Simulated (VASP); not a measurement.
Output of a VASP run:

File OSZICAR:
```
       N       E                     dE             d eps       ncg     rms          rms(c)
DAV:   1     0.347979154093E+03    0.34798E+03   -0.19654E+04  1488   0.123E+03
DAV:   2    -0.200329934347E+01   -0.34998E+03   -0.33810E+03  1416   0.360E+02
DAV:   3    -0.320204471904E+02   -0.30017E+02   -0.28687E+02  1764   0.976E+01
DAV:   4    -0.329451721065E+02   -0.92472E+00   -0.91591E+00  1532   0.157E+01
DAV:   5    -0.329644454660E+02   -0.19273E-01   -0.19254E-01  1812   0.240E+00    0.164E+01
DAV:   6    -0.344525964205E+02   -0.14882E+01   -0.48671E+01  1728   0.531E+01    0.228E+01
DAV:   7    -0.302743817373E+02    0.41782E+01   -0.20670E+01  1628   0.447E+01    0.625E+00
DAV:   8    -0.304145312868E+02   -0.14015E+00   -0.15441E+00  1404   0.653E+00    0.301E+00
DAV:   9    -0.304143646378E+02    0.16665E-03   -0.20504E-01  1608   0.311E+00    0.131E+00
DAV:  10    -0.304101073338E+02    0.42573E-02   -0.40650E-02  1564   0.172E+00    0.645E-01
DAV:  11    -0.304115137141E+02   -0.14064E-02   -0.97172E-03  1564   0.680E-01    0.213E-01
DAV:  12    -0.304118676013E+02   -0.35389E-03   -0.10637E-03  1536   0.200E-01    0.116E-01
DAV:  13    -0.304118739689E+02   -0.63676E-05   -0.11023E-04  1608   0.515E-02    0.839E-02
DAV:  14    -0.304118951381E+02   -0.21169E-04   -0.16166E-04  1532   0.904E-02    0.151E-02
DAV:  15    -0.304118980931E+02   -0.29550E-05   -0.12615E-05  1432   0.214E-02    0.677E-03
DAV:  16    -0.304118998042E+02   -0.17111E-05   -0.24302E-06  1184   0.960E-03    0.372E-03
DAV:  17    -0.304119002496E+02   -0.44541E-06   -0.66505E-07   796   0.456E-03
   1 F= -.30411900E+02 E0= -.30411090E+02  d E =-.162060E-02  mag=     6.0000
```

**OUTCAR**
```
------------------------ aborting loop because EDIFF is reached ----------------------------------------
  FORCE on cell =-STRESS in cart. coord.  units (eV):
  Direction    XX          YY          ZZ          XY          YZ          ZX
  --------------------------------------------------------------------------------------
  Total        1.9406280      1.9406275      3.3552420      0.0000003      0.0000000      0.0000000
  in kB       32.7595172     32.7595082     56.6394522      0.0000046      0.0000000      0.0000000
  external PRESSURE =      40.7194925 kB  Pullay stress =       0.0000000 kB
  volume of cell :       94.91
      direct lattice vectors                 reciprocal lattice vectors
     4.127861000  0.000000000  0.000000000     0.242256219  0.139866679  0.000000000
    -2.063930000  3.574832000  0.000000000     0.000000000  0.279733425  0.000000000
     0.000000000  0.000000000  6.431832000     0.000000000  0.000000000  0.155476698
 POSITION                                       TOTAL-FORCE (eV/Angst)
 -----------------------------------------------------------------------------------
     -0.00000      2.38322      1.58673         0.000000     -0.000000     -0.535832
      2.06393      1.19161      4.84510        -0.000000      0.000000      0.535832
      0.00000      0.00000      0.00000        -0.000000      0.000000      0.000000
     -0.00000      2.38322      4.16140         0.000000      0.000000      0.038189
      2.06393      1.19161      2.27044        -0.000000     -0.000000     -0.038189
 -----------------------------------------------------------------------------------
    total drift:                                0.000000     -0.000000      0.000000
  FREE ENERGIE OF THE ION-ELECTRON SYSTEM (eV)
  ---------------------------------------------------
  free  energy   TOTEN  =       -30.4119002496 eV

  energy  without entropy=      -30.4102796477  energy(sigma->0) =      -30.41108995

 total charge

# of ion       s       p       d       tot
------------------------------------------
    1        0.250   6.206   4.150  10.605
    2        0.250   6.206   4.150  10.605
    3        1.482   2.280   0.031   3.793
    4        1.477   2.364   0.062   3.904
    5        1.477   2.364   0.062   3.904
--------------------------------------------------
tot          4.936  19.420   8.455  32.811

 magnetization (x)

# of ion       s       p       d       tot
------------------------------------------
    1        0.047   0.037   3.058   3.142
    2        0.047   0.037   3.058   3.142
    3        0.011  -0.216   0.011  -0.194
    4       -0.002  -0.257   0.022  -0.237
    5       -0.002  -0.257   0.022  -0.237
--------------------------------------------------
tot          0.102  -0.657   6.172   5.617
```
(Selected blocks of OUTCAR.)

POSCAR:
```
Cr2Se3
1
    4.1278610000     0.0000000000     0.0000000000
   -2.0639300000     3.5748320000     0.0000000000
    0.0000000000     0.0000000000     6.4318320000
Cr Se
2 3
Direct
  0.3333330000   0.6666670000   0.2467000000
  0.6666670000   0.3333330000   0.7533000000
  0.0000000000   0.0000000000   0.0000000000
  0.3333330000   0.6666670000   0.6470000000
  0.6666670000   0.3333330000   0.3530000000
```

Task: Reconstruct the remaining input files.

Result: Several could match; the one computed here: the input of the run itself, PBE GGA, plane waves, VASP's PBE PAW potentials (set 64).

File KPOINTS:
```
kpoints
0
gamma
5 5 3
0 0 0
```

**INCAR**
```
SYSTEM = Cr2Se3
PREC = Accurate
ENCUT = 400
EDIFF = 1E-6
NELM = 100
ALGO = Normal
LREAL = .FALSE.
LASPH = .TRUE.
ISMEAR = 0
SIGMA = 0.05
GGA = PE
LMAXMIX = 4
ISPIN = 2
MAGMOM = 3.0 3.0 0.0 0.0 0.0
LORBIT = 10
LWAVE = .FALSE.
LCHARG = .FALSE.
ISIF = 2
```

POTCAR, in this order: Cr_pv Se (PBE.64 set). Program: vasp_std.

The moments were started parallel, and other spin orders were not tried in this run.

The structure was generated: Cr2Se3 was put into the A-La2O3 type (P-3m1), which need not be its known phase. The cell was not relaxed at this level. The k-mesh is coarse (spacing up to 0.35 per Å, 2π included), so the numbers may not be converged in it.
